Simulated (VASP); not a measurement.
A VASP calculation is set up with these files.

### POSCAR
```
HfS2
1
    1.7552100920    -3.0401123751    -0.0000000000
    1.7552100920     3.0401123751     0.0000000000
   -0.0000000000    -0.0000000000     5.3896701129
Hf S
1 2
Direct
  0.0000000000   1.0000000000   0.0000000000
  0.3333330000   0.6666670000   0.2720727166
  0.6666670000   0.3333330000   0.7279272834
```

INCAR:
```
! general
SYSTEM   =  HfS2
PREC     =  Accurate
ENCUT    =  480
LREAL    =  .FALSE.
LASPH    =  .TRUE.

! electronic loop
EDIFF    =  1E-7
NELM     =  100
ALGO     =  Normal
LMAXMIX  =  6

! smearing
ISMEAR   =  0
SIGMA    =  0.05

! functional
GGA      =  PE

! ions
IBRION   =  2
NSW      =  40
ISIF     =  3
EDIFFG   =  -0.01
PSTRESS  =  100

! output
LWAVE    =  .FALSE.
LCHARG   =  .FALSE.
```

**KPOINTS**
```
K-points
0
Gamma
 6 6 4
0 0 0
```

POTCAR, in this order: Hf_pv S (PBE.64 set). Program: vasp_std.

### Question
Write an equivalent input for Quantum ESPRESSO's pw.x.

### Answer
One equivalent input (not run):
```
&CONTROL
  calculation = 'vc-relax'
  pseudo_dir = './pseudo'
  outdir = './out'
  tprnfor = .true.
  tstress = .true.
  nstep = 40
  forc_conv_thr = 0.00039
/
&SYSTEM
  ibrav = 0
  nat = 3
  ntyp = 2
  ecutwfc = 58
  occupations = 'smearing'
  smearing = 'gaussian'
  degauss = 0.003675
  input_dft = 'pbe'
/
&ELECTRONS
  conv_thr = 7.3e-09
  electron_maxstep = 100
/
&IONS
/
&CELL
  press = 100
/
ATOMIC_SPECIES
  Hf 178.490 Hf.upf
  S 32.060 S.upf
CELL_PARAMETERS angstrom
     1.7552101   -3.0401124   -0.0000000
     1.7552101    3.0401124    0.0000000
    -0.0000000   -0.0000000    5.3896701
ATOMIC_POSITIONS crystal
  Hf   0.0000000  1.0000000  0.0000000
  S    0.3333330  0.6666670  0.2720727
  S    0.6666670  0.3333330  0.7279273
K_POINTS automatic
  6 6 4 0 0 0
```
Limits of the translation: the potentials are each code's own (VASP's PAW set, PseudoDojo norm-conserving files in pw.x), so ENCUT and ecutwfc are chosen apart and not converted; conv_thr bounds pw.x's estimated SCF error, while EDIFF bounds the energy change between steps; forc_conv_thr acts on force components and is met together with etot_conv_thr.

The compound is HfS2 in the 1T layered structure. It was relaxed first under an external pressure of 10 GPa.
